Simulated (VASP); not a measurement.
Calculation: PW91 GGA, VASP's PBE PAW potentials (set 64) (plane waves; VASP).

VASP input:

**KPOINTS**
```
Automatic mesh
0
Gamma
10 10 10
0 0 0
```

INCAR:
```
SYSTEM  =  LiH
PREC  =  Accurate; ENCUT  =  520; LREAL  =  .FALSE.
LASPH  =  .TRUE.
EDIFF  =  1E-6; NELM  =  100; ALGO  =  Normal
ISMEAR  =  0; SIGMA  =  0.05
GGA  =  91
IBRION  =  2; NSW  =  60; ISIF  =  3
EDIFFG  =  -0.01
LWAVE  =  .FALSE.; LCHARG  =  .FALSE.
```

### POSCAR
```
LiH
1.0
  0.0000000000   2.0400000000   2.0400000000
  2.0400000000   0.0000000000   2.0400000000
  2.0400000000   2.0400000000   0.0000000000
Li H
1 1
Cartesian
  0.0000000000   0.0000000000   0.0000000000
  2.0400000000   2.0400000000   2.0400000000
```

POTCAR, in this order: Li_sv H (PBE.64 set). Program: vasp_std.

Output of the run:

### OUTCAR
```
 ion  position               nearest neighbor table
   1  0.000  0.000  0.000-
   2  0.500  0.500  0.500-
  LATTYP: Found a face centered cubic cell.
 ALAT       =     4.0800000000
 Subroutine PRICEL returns:
 Original cell was already a primitive cell.
 Subroutine GETGRP returns: Found 48 space group operations
The static configuration has the point symmetry O_h .
The dynamic configuration has the point symmetry O_h .
 Subroutine INISYM returns: Found 48 space group operations
 Subroutine IBZKPT returns following result:
 Found     47 irreducible k-points:

 Following reciprocal coordinates:
            Coordinates               Weight
  0.000000  0.000000  0.000000      1.000000
  0.100000  0.000000  0.000000      8.000000
  0.200000  0.000000  0.000000      8.000000
  0.300000  0.000000  0.000000      8.000000
  0.400000  0.000000  0.000000      8.000000
  0.500000  0.000000  0.000000      4.000000
  0.100000  0.100000  0.000000      6.000000
  0.200000  0.100000  0.000000     24.000000
  0.300000  0.100000  0.000000     24.000000
...
```

**OSZICAR**
```
       N       E                     dE             d eps       ncg     rms          rms(c)
DAV:   1    -0.129689857942E+01   -0.12969E+01   -0.14508E+03   576   0.612E+02
DAV:   2    -0.633414301644E+01   -0.50372E+01   -0.50372E+01   816   0.678E+01
DAV:   3    -0.642771819814E+01   -0.93575E-01   -0.93575E-01   660   0.917E+00
DAV:   4    -0.642910110254E+01   -0.13829E-02   -0.13829E-02   780   0.985E-01
DAV:   5    -0.642910521005E+01   -0.41075E-05   -0.41075E-05   666   0.474E-02    0.291E+00
DAV:   6    -0.623508795232E+01    0.19402E+00   -0.17424E-01   630   0.183E+00    0.145E+00
DAV:   7    -0.617204353479E+01    0.63044E-01   -0.22405E-01   714   0.232E+00    0.229E-01
DAV:   8    -0.617405915287E+01   -0.20156E-02   -0.60923E-03   648   0.681E-01    0.497E-02
DAV:   9    -0.617399350095E+01    0.65652E-04   -0.30183E-04   834   0.997E-02    0.109E-02
DAV:  10    -0.617399248395E+01    0.10170E-05   -0.86197E-06   618   0.279E-02    0.406E-03
DAV:  11    -0.617399204468E+01    0.43927E-06   -0.73584E-07   660   0.729E-03
   1 F= -.61739920E+01 E0= -.61739920E+01  d E =-.617399E+01
       N       E                     dE             d eps       ncg     rms          rms(c)
DAV:   1    -0.617731156403E+01   -0.33191E-02   -0.19231E-02   756   0.135E+00    0.278E-01
DAV:   2    -0.617698989852E+01    0.32167E-03   -0.12715E-03   714   0.314E-01    0.172E-01
DAV:   3    -0.617674367233E+01    0.24623E-03   -0.42416E-04   978   0.142E-01    0.237E-02
DAV:   4    -0.617673938389E+01    0.42884E-05   -0.13162E-05   744   0.386E-02    0.504E-03
DAV:   5    -0.617674463434E+01   -0.52504E-05   -0.31287E-06   606   0.157E-02    0.262E-04
DAV:   6    -0.617674543707E+01   -0.80273E-06   -0.17664E-07   288   0.522E-03
   2 F= -.61767454E+01 E0= -.61767454E+01  d E =-.275339E-02
       N       E                     dE             d eps       ncg     rms          rms(c)
DAV:   1    -0.618462828753E+01   -0.78837E-02   -0.16309E-01   732   0.405E+00    0.803E-01
DAV:   2    -0.618196074537E+01    0.26675E-02   -0.11837E-02   678   0.984E-01    0.502E-01
DAV:   3    -0.618007325224E+01    0.18875E-02   -0.36451E-03   960   0.421E-01    0.765E-02
DAV:   4    -0.618003806113E+01    0.35191E-04   -0.14325E-04   792   0.124E-01    0.184E-02
DAV:   5    -0.618005287605E+01   -0.14815E-04   -0.30894E-05   864   0.469E-02    0.148E-03
DAV:   6    -0.618005491498E+01   -0.20389E-05   -0.74660E-07   366   0.110E-02    0.125E-03
DAV:   7    -0.618005460613E+01    0.30885E-06   -0.68586E-08   300   0.336E-03
   3 F= -.61800546E+01 E0= -.61800546E+01  d E =-.606256E-02
```

File OUTCAR:
```
------------------------ aborting loop because EDIFF is reached ----------------------------------------
  FORCE on cell =-STRESS in cart. coord.  units (eV):
  Direction    XX          YY          ZZ          XY          YZ          ZX
  --------------------------------------------------------------------------------------
  Total        0.0036997      0.0036997      0.0036997      0.0000000      0.0000000      0.0000000
  in kB        0.3702173      0.3702173      0.3702173      0.0000000      0.0000000      0.0000000
  external PRESSURE =       0.3702173 kB  Pullay stress =       0.0000000 kB
  volume of cell :       16.01
      direct lattice vectors                 reciprocal lattice vectors
    -0.000000000  2.000462180  2.000462180    -0.249942241  0.249942241  0.249942241
     2.000462180 -0.000000000  2.000462180     0.249942241 -0.249942241  0.249942241
     2.000462180  2.000462180  0.000000000     0.249942241  0.249942241 -0.249942241
  FREE ENERGIE OF THE ION-ELECTRON SYSTEM (eV)
  ---------------------------------------------------
  free  energy   TOTEN  =        -6.1800546061 eV

  energy  without entropy=       -6.1800546061  energy(sigma->0) =       -6.18005461

 reached required accuracy - stopping structural energy minimisation
```
(Selected blocks of OUTCAR.)

### CONTCAR
```
LiH
   1.00000000000000
    -0.0000000000000000    2.0004621798263762    2.0004621798263762
     2.0004621798263762   -0.0000000000000000    2.0004621798263762
     2.0004621798263762    2.0004621798263762    0.0000000000000000
  Li              H
     1     1
Direct
     0.0000000000000000    0.0000000000000000    0.0000000000000000
     0.5000000000000000    0.5000000000000000    0.5000000000000000
```

**OUTCAR**
```
 val. band max:        0.0553093959   @ k =   0.5000   0.5000   0.0000

 cond. band min:       3.0954457849   @ k =   0.5000   0.5000   0.0000


 Fermi energy:         0.2975079387

 k-point     1 :       0.0000    0.0000    0.0000
  band No.  band energies     occupation
      1     -44.3268      2.00000
      2      -5.3755      2.00000
      3      16.2533      0.00000
      4      18.0947      0.00000
      5      18.0947      0.00000
      6      18.0947      0.00000

 k-point     2 :       0.1000    0.0000    0.0000
  band No.  band energies     occupation
      1     -44.3224      2.00000
      2      -5.1986      2.00000
      3      14.7745      0.00000
      4      17.0812      0.00000
      5      17.7000      0.00000
      6      17.7000      0.00000

 k-point     3 :       0.2000    0.0000    0.0000
  band No.  band energies     occupation
      1     -44.3108      2.00000
      2      -4.6811      2.00000
      3      11.5064      0.00000
      4      15.7996      0.00000
      5      17.0674      0.00000
      6      17.0675      0.00000

 k-point     4 :       0.3000    0.0000    0.0000
  band No.  band energies     occupation
      1     -44.2964      2.00000
      2      -3.8840      2.00000
      3       8.3492      0.00000
      4      14.7489      0.00000
      5      16.6890      0.00000
      6      16.6890      0.00000

 k-point     5 :       0.4000    0.0000    0.0000
  band No.  band energies     occupation
      1     -44.2847      2.00000
      2      -3.0085      2.00000
      3       5.9861      0.00000
      4      14.0627      0.00000
      5      16.6415      0.00000
      6      16.6415      0.00000

 k-point     6 :       0.5000    0.0000    0.0000
  band No.  band energies     occupation
      1     -44.2802      2.00000
      2      -2.5699      2.00000
      3       5.0434      0.00000
      4      13.8257      0.00000
      5      16.7128      0.00000
      6      16.7129      0.00000
...
```

Energy and stress use the plane-wave basis of the starting cell.

The compound is LiH in the rock salt structure. This run relaxes it. Symmetry was kept, so distortions that lower it aren't found.
